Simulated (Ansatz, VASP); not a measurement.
# Cu (Cu wire along [111], 31 atoms a period): VASP beside Ansatz

One calculation is typed for both programs; each brings its own data sets. How far apart do they land? The structure shown is the start of the Ansatz relaxation below; VASP solves that cell, so the two are compared at the walk's first step.

Main program and level: Ansatz 0.2.0; plane waves, with VASP 6.6.1 beside it; single point at PBE.

## (1) The structure

The cell holds 31 atoms: 31 Cu. Its edges and angles: a = 14.500 Å, b = 14.210 Å, c = 6.287 Å, α = 90.0°, β = 90.0°, γ = 90.0°. Vacuum lies along a and b. The structure's axis is c.

## (2) Ansatz: relaxation, PBE

Ansatz runs on its default PAW (the set named soft_2) files.

The two programs are compared at the cell with which this relaxation starts, whose forces are those of its first step.

The input, input.yaml:

```yaml
crystal:
  lattice:
    - [14.5, 0.0, 0.0]
    - [0.0, 14.21, 0.0]
    - [0.0, 0.0, 6.2873444315]
  atoms:
    - { symbol: Cu, position: [0.322993021, 0.499989672, 0.0] }
    - { symbol: Cu, position: [0.411503284, 0.656422602, 0.0] }
    - { symbol: Cu, position: [0.500013546, 0.499989672, 0.0] }
    - { symbol: Cu, position: [0.588523809, 0.656422602, 0.0] }
    - { symbol: Cu, position: [0.234482759, 0.447845362, 0.333333333] }
    - { symbol: Cu, position: [0.322993021, 0.291412431, 0.333333333] }
    - { symbol: Cu, position: [0.322993021, 0.604278292, 0.333333333] }
    - { symbol: Cu, position: [0.411503284, 0.447845362, 0.333333333] }
    - { symbol: Cu, position: [0.411503284, 0.760711223, 0.333333333] }
    - { symbol: Cu, position: [0.500013546, 0.604278292, 0.333333333] }
    - { symbol: Cu, position: [0.500013546, 0.291412431, 0.333333333] }
    - { symbol: Cu, position: [0.588523809, 0.447845362, 0.333333333] }
    - { symbol: Cu, position: [0.588523809, 0.760711223, 0.333333333] }
    - { symbol: Cu, position: [0.677034072, 0.291412431, 0.333333333] }
    - { symbol: Cu, position: [0.677034072, 0.604278292, 0.333333333] }
    - { symbol: Cu, position: [0.765544334, 0.447845362, 0.333333333] }
    - { symbol: Cu, position: [0.234482759, 0.552133982, 0.666666667] }
    - { symbol: Cu, position: [0.322993021, 0.708566912, 0.666666667] }
    - { symbol: Cu, position: [0.322993021, 0.395701051, 0.666666667] }
    - { symbol: Cu, position: [0.411503284, 0.239268121, 0.666666667] }
    - { symbol: Cu, position: [0.411503284, 0.552133982, 0.666666667] }
    - { symbol: Cu, position: [0.500013546, 0.395701051, 0.666666667] }
    - { symbol: Cu, position: [0.500013546, 0.708566912, 0.666666667] }
    - { symbol: Cu, position: [0.588523809, 0.239268121, 0.666666667] }
    - { symbol: Cu, position: [0.588523809, 0.552133982, 0.666666667] }
    - { symbol: Cu, position: [0.677034072, 0.708566912, 0.666666667] }
    - { symbol: Cu, position: [0.677034072, 0.395701051, 0.666666667] }
    - { symbol: Cu, position: [0.765544334, 0.552133982, 0.666666667] }
    - { symbol: Cu, position: [0.411503284, 0.343556741, 0.0] }
    - { symbol: Cu, position: [0.588523809, 0.343556741, 0.0] }
    - { symbol: Cu, position: [0.677034072, 0.499989672, 0.0] }
kpoints:
  mp_grid: { grid: [1, 1, 13] }
scf:
  occupations: { method: fermi_dirac, width: 0.05 }
hamiltonian:
  xc: pbe
relax:
  cell: { fix: [a, b, alpha, beta, gamma] }
  max_steps: 60
```

On the command line:

```sh
$ ansatz run input.yaml --threads 4 --pin off --max-ram 16384MiB --backend cpu --events-out ev --progress --plain --runs-dir out
```

Numbers of over 12 decimals in the logs are rounded to 6 here.

The log of the run:

```text
Engine: ansatz 0.2.0, aarch64-unknown-linux-gnu
Pseudopotentials: kind: paw
Pseudopotential: Cu, paw, valence charge 19, recommended cutoff 420 eV (normal), Cu.paw.azcp
Functional definition: PBE
  parameter kappa = 0.804
  parameter beta = 0.066725
  exchange = pbe_x(kappa = kappa, mu = beta*pi^2/3)
  correlation = pbe_c(beta = beta)
Crystal: 31 atoms, lattice volume = 1295.476 Å³
Basis set: ecut = 420 eV, 25351 PW (Γ), exchange–correlation on 200×192×90 points (8 copies of the dense FFT grid, shifted against one another)
Bands: 354, of which v1, the nominal top of the filled ones, is band 295 counted from 1 (294 counted from 0)
Symmetry: 4 space group operations
Space group: P2/m (ITA 10), of the structure as read, at distance tolerance 1.1e-4 Å
k-points: 7 of 13
Non-local potential: Cu, projectors of the file, l = 0: 3, l = 1: 2, l = 2: 3, l = 3: 1
PAW form: soft (Blöchl's): semilocal exchange-correlation on the pseudo side does not see the compensation charge
PAW one-centre angular grid: Cu, 590 points (default); XC on 64 Gauss nodes
Initial density: superposition of atomic densities (neutral atoms: chi_scale 0, normalization atom), corrected by the library's trained network
Initial wavefunctions: pseudopotential atomic-orbital guess
Functional: x = pbe(κ = 0.804, μ = 0.219515), c = pbe(β = 0.066725)
SCF iter   1: F=—  HF=-205361.680033 eV  |F-HF|=—  |Δ(HF+E_count)|=         —  Δρ=2.12e-3  dr2=5.92e-2  ethr=1.77e-3  ⟨swp⟩=6.0  Hψ=9655  notcnv=0  defer=225
preconditioner: auto → LDOS  [insulator: Δε(μ)=0.128 eV  Ē_g=6.916 eV  σ=0.050 eV  W_gap=0.56  n_scr=292 (ndim 8)  ℏωp=19.1 eV  f_vac=0.622  D(μ)=11.11/eV (n_scr^D=42)  ε∞_Penn≈8.6  β→1.0]
SCF iter   2: F=—  HF=-205361.725435 eV  |F-HF|=—  |Δ(HF+E_count)|=   4.54e-2  Δρ=3.37e-3  dr2=9.70e-2  ethr=1.00e-5  ⟨swp⟩=3.0  Hψ=5211  notcnv=0  defer=305
SCF iter   3: F=—  HF=-205361.724035 eV  |F-HF|=—  |Δ(HF+E_count)|=   1.40e-3  Δρ=3.12e-3  dr2=7.20e-2  ethr=1.00e-5  ⟨swp⟩=2.0  Hψ=4346  notcnv=0  defer=305
SCF iter   4: F=—  HF=-205361.710209 eV  |F-HF|=—  |Δ(HF+E_count)|=   1.38e-2  Δρ=1.26e-3  dr2=1.20e-2  ethr=1.00e-5  ⟨swp⟩=2.0  Hψ=3096  notcnv=0  defer=305
SCF iter   5: F=—  HF=-205361.707544 eV  |F-HF|=—  |Δ(HF+E_count)|=   2.67e-3  Δρ=2.91e-4  dr2=6.05e-4  ethr=2.04e-6  ⟨swp⟩=2.0  Hψ=4183  notcnv=0  defer=305
SCF iter   6: F=—  HF=-205361.707398 eV  |F-HF|=—  |Δ(HF+E_count)|=   1.46e-4  Δρ=7.69e-5  dr2=5.98e-5  ethr=1.03e-7  ⟨swp⟩=3.6  Hψ=5203  notcnv=0  defer=305
SCF iter   7: F=—  HF=-205361.706993 eV  |F-HF|=—  |Δ(HF+E_count)|=   4.04e-4  Δρ=3.39e-5  dr2=1.22e-5  ethr=1.02e-8  ⟨swp⟩=2.0  Hψ=3407  notcnv=0  defer=305
SCF iter   8: F=—  HF=-205361.706993 eV  |F-HF|=—  |Δ(HF+E_count)|=   1.32e-7  Δρ=1.40e-5  dr2=2.28e-6  ethr=2.07e-9  ⟨swp⟩=2.0  Hψ=3213  notcnv=0  defer=305
SCF iter   9: F=—  HF=-205361.706994 eV  |F-HF|=—  |Δ(HF+E_count)|=   5.98e-7  Δρ=5.05e-6  dr2=3.79e-7  ethr=3.88e-10  ⟨swp⟩=2.0  Hψ=3332  notcnv=0  defer=305
SCF iter  10: F=—  HF=-205361.706994 eV  |F-HF|=—  |Δ(HF+E_count)|=   2.53e-7  Δρ=3.89e-6  dr2=1.39e-7  ethr=1.70e-11  ⟨swp⟩=4.6  Hψ=8491  notcnv=0
[...]
SCF 1 converged in 11 iterations: F = -205361.706994 eV  dr2 = 1.74e-8
  greatest PAW one-centre occupation: 1.000 electrons in one spin orbital (limit 2), on the Cu atom at site 25 (counted from 0), in its partial waves of l = 0
relax step   1: F+E_penalty+E_count = -205361.70699406 eV  Δ(F+E_penalty+E_count) = +0.000e0 eV  max|allowed force component| = 6.494e-1 eV/Å  Δτ_max = 0.0000 Å  P = -1.879 GPa  Ω = 1295.476 Å³  fix = [a, b, alpha, beta, gamma]  reactions: a -1.677, b -1.681 GPa; alpha -0.002 GPa/rad  (11 SCF iters, dr2 threshold 1.00e-7 eV, accepted)
Crystal: 31 atoms, lattice volume = 1280.787 Å³
Basis set: ecut = 420 eV, 25071 PW (Γ), exchange–correlation on 200×192×90 points (8 copies of the dense FFT grid, shifted against one another)
Initial density: handed on by an earlier stage of this run
Initial wavefunctions: those handed on with the density
[...]
preconditioner: auto → LDOS  [metal: Δε(μ)=0.092 eV  Ē_g=7.003 eV  σ=0.050 eV  W_gap=0.43  n_scr=288 (ndim 8)  ℏωp=19.2 eV  f_vac=0.627  D(μ)=11.76/eV (n_scr^D=42)  β→1.0]
[...]
Initial wavefunctions: pseudopotential atomic-orbital guess (no wavefunctions were taken with the density)
iter 1 solved again at ethr=9.98e-7 eV; its pass at ethr=3.10e-3 eV (dr2=5.88e-3 eV) is discarded
SCF iter   1: F=—  HF=-205362.505693 eV  |F-HF|=—  |Δ(HF+E_count)|=         —  Δρ=4.65e-5  dr2=4.08e-6  ethr=9.98e-7  ⟨swp⟩=5.9  Hψ=16710  notcnv=0  defer=1
eigensolver tolerance schedule: the retry pair's looser diagonalisation over-reported the residual by 1441.10 of it (diagonalisation noise at 0.87 of the residual, at the tolerance the schedule requests for it); recorded, not acted on — ethr = c·dr2/N_el stays at c = 1.0e-1
preconditioner: auto → LDOS  [metal: Δε(μ)=0.054 eV  Ē_g=7.210 eV  σ=0.050 eV  W_gap=0.26  n_scr=288 (ndim 8)  ℏωp=19.3 eV  f_vac=0.632  D(μ)=11.79/eV (n_scr^D=42)  β→1.0]
SCF iter   2: F=—  HF=-205362.505313 eV  |F-HF|=—  |Δ(HF+E_count)|=   3.81e-4  Δρ=1.29e-4  dr2=1.25e-4  ethr=6.92e-10  ⟨swp⟩=3.1  Hψ=5832  notcnv=0
[...]
SCF 6 converged in 9 iterations: F = -205362.505283 eV  dr2 = 1.59e-10
relax step   6: F+E_penalty+E_count = -205362.50528261 eV  Δ(F+E_penalty+E_count) = +8.294e-3 eV  max|allowed force component| = 5.876e-3 eV/Å  Δτ_max = 0.0000 Å  P = +0.024 GPa  Ω = 1264.867 Å³  fix = [a, b, alpha, beta, gamma]  reactions: a +0.026, b +0.025 GPa; alpha -0.003 GPa/rad  stress off target by 2.19e-2 GPa on what of the cell is left free  SCF on the basis re-selected at this cell (its energy is not comparable with the rows above)  (9 SCF iters)
basis re-selected at this cell: Δ(F+E_penalty+E_count) = +8.294e-3 eV, ΔP = +0.009 GPa vs the last step (what re-selecting the basis moved, of the pressure what is left beyond the Pulay correction that the steps carried, after the strain that the cell walked since its last selection, with what the two solves' SCF thresholds leave and, on support functions, any second-order correction that the steps lacked; it is no m [...]
SCF converged after 9 iterations
Free energy (F): -205362.505283 eV
Harris-Foulkes:  -205362.505283 eV  (|F-HF|=2.33e-10)
Internal energy: -205362.408437 eV  (E = F + TS)
E sigma→0 (E₀):  -205362.456860 eV
Entropy (-TS):   -0.096845 eV (-3.124 meV/atom)
Fermi energy:    1.860212 eV
--- Per-component energies (eV) ---
  E_band       = -19761.983227
  E_kinetic    = 9294.428939
  E_local      = -607133.579278  (includes V_loc(G=0)·N_el)
  E_nonlocal   = 12177.095505
  E_hartree    = 291800.524732
  E_xc         = -2742.051549
  E_vxc        = -3535.027799  (∫ρ·V_xc dr)
  E_paw        = -51634.887337  (= ΣΔE_a)
  E_vpaw       = -14165.962708  (= ΣTr[D̂ρ^β])
  E_aug_tail   = 0.008702  (compensation charges beyond the density's cutoff)
  E_ewald      = 142876.051849
  E_smearing   = -0.096845  (= −TS)
  E_closure    = -0.000000  (closes the sum)
  Σ components = -205362.505283   (vs F -205362.505283, Δ=0.00e0)
--- Forces (eV/Å), atoms counted from 1 ---
  atom   1  Cu     0.00059643    -0.00000000     0.00000000
  atom   2  Cu     0.00036860    -0.00059725    -0.00013736
  atom   3  Cu    -0.00000000     0.00000000     0.00000000
  atom   4  Cu    -0.00036860    -0.00059725    -0.00013736
  atom   5  Cu     0.00125938     0.00007439    -0.00107213
  atom   6  Cu     0.00067282     0.00091567    -0.00112884
  atom   7  Cu    -0.00501579     0.00286789    -0.00048838
  atom   8  Cu     0.00110607     0.00065238    -0.00368267
  atom   9  Cu     0.00050034    -0.00119718    -0.00104221
  atom  10  Cu     0.00000000    -0.00124877    -0.00362650
  atom  11  Cu    -0.00000000    -0.00587609    -0.00046098
  atom  12  Cu    -0.00110607     0.00065238    -0.00368267
  atom  13  Cu    -0.00050034    -0.00119718    -0.00104221
  atom  14  Cu    -0.00067282     0.00091567    -0.00112884
  atom  15  Cu     0.00501579     0.00286789    -0.00048838
  atom  16  Cu    -0.00125938     0.00007439    -0.00107213
  atom  17  Cu     0.00125938    -0.00007439     0.00107213
  atom  18  Cu     0.00067282    -0.00091567     0.00112884
  atom  19  Cu    -0.00501579    -0.00286789     0.00048838
  atom  20  Cu     0.00050034     0.00119718     0.00104221
  atom  21  Cu     0.00110607    -0.00065238     0.00368267
  atom  22  Cu    -0.00000000     0.00124877     0.00362650
  atom  23  Cu     0.00000000     0.00587609     0.00046098
  atom  24  Cu    -0.00050034     0.00119718     0.00104221
  atom  25  Cu    -0.00110607    -0.00065238     0.00368267
  atom  26  Cu    -0.00067282    -0.00091567     0.00112884
  atom  27  Cu     0.00501579    -0.00286789     0.00048838
  atom  28  Cu    -0.00125938    -0.00007439     0.00107213
  atom  29  Cu     0.00036860     0.00059725     0.00013736
  atom  30  Cu    -0.00036860     0.00059725     0.00013736
  atom  31  Cu    -0.00059643     0.00000000    -0.00000000
  max |Σ_I F_I| component: 2.93e-18 eV/Å
--- Stress (GPa, compression-positive) ---
        0.025505       0.000000      -0.000000
        0.000000       0.024654       0.003466
       -0.000000       0.003466       0.021944
  P = ⅓ Tr σ = 0.0240 GPa (0.240 kbar)
--- Relaxed structure (5 steps of the walk, 4 accepted, 1 SCFs on fresh bases) ---
  F+E_penalty+E_count = -205362.50528261 eV   max|allowed force component| = 5.876e-3 eV/Å   (the final SCF, on the basis selected at the relaxed cell)
  cell:  # Å, volume = 1264.8671 Å³
    - [14.5, 0, 0]
    - [0, 14.21, 0]
    - [0, 0, 6.138791]
  atoms:
    - { symbol: Cu, position: [0.322155, 0.499990, 0] }
    - { symbol: Cu, position: [0.411056, 0.657194, -9.165857818176512e-5] }
    - { symbol: Cu, position: [0.500014, 0.499990, 0] }
    - { symbol: Cu, position: [0.588971, 0.657194, -9.165857818176512e-5] }
    - { symbol: Cu, position: [0.243160, 0.449734, 0.337283] }
    - { symbol: Cu, position: [0.328916, 0.298055, 0.337325] }
    - { symbol: Cu, position: [0.321722, 0.605023, 0.325975] }
    - { symbol: Cu, position: [0.412803, 0.448617, 0.330187] }
    - { symbol: Cu, position: [0.414176, 0.752108, 0.337139] }
    - { symbol: Cu, position: [0.500014, 0.602775, 0.330067] }
    - { symbol: Cu, position: [0.500014, 0.289985, 0.326179] }
    - { symbol: Cu, position: [0.587224, 0.448617, 0.330187] }
    - { symbol: Cu, position: [0.585851, 0.752108, 0.337139] }
    - { symbol: Cu, position: [0.671111, 0.298055, 0.337325] }
    - { symbol: Cu, position: [0.678306, 0.605023, 0.325975] }
    - { symbol: Cu, position: [0.756867, 0.449734, 0.337283] }
    - { symbol: Cu, position: [0.243160, 0.550246, 0.662717] }
    - { symbol: Cu, position: [0.328916, 0.701924, 0.662675] }
    - { symbol: Cu, position: [0.321722, 0.394956, 0.674025] }
    - { symbol: Cu, position: [0.414176, 0.247871, 0.662861] }
    - { symbol: Cu, position: [0.412803, 0.551362, 0.669813] }
    - { symbol: Cu, position: [0.500014, 0.397204, 0.669933] }
    - { symbol: Cu, position: [0.500014, 0.709994, 0.673821] }
    - { symbol: Cu, position: [0.585851, 0.247871, 0.662861] }
    - { symbol: Cu, position: [0.587224, 0.551362, 0.669813] }
    - { symbol: Cu, position: [0.671111, 0.701924, 0.662675] }
    - { symbol: Cu, position: [0.678306, 0.394956, 0.674025] }
    - { symbol: Cu, position: [0.756867, 0.550246, 0.662717] }
    - { symbol: Cu, position: [0.411056, 0.342785, 9.16585781817651e-5] }
    - { symbol: Cu, position: [0.588971, 0.342785, 9.16585781817651e-5] }
    - { symbol: Cu, position: [0.677872, 0.499990, 0] }
```

The column dr2 measures how far the density is from self-consistency, as an energy; F and HF (Harris–Foulkes) agree once it is small.

[end of part 1 of 2]

[Lines on the potential files, build, host, timing and source positions are cut from VASP's logs without a mark.]

[Logs are printed without paths, hosts, clocks, repeated set-up lines and the standing remarks that a program may print on its own settings, such as how far it seeks lower states.]

[Hosts, paths, dates, database ids (printed as entryN), source tags and the programs' standing remarks are cut or masked in the printed files.]
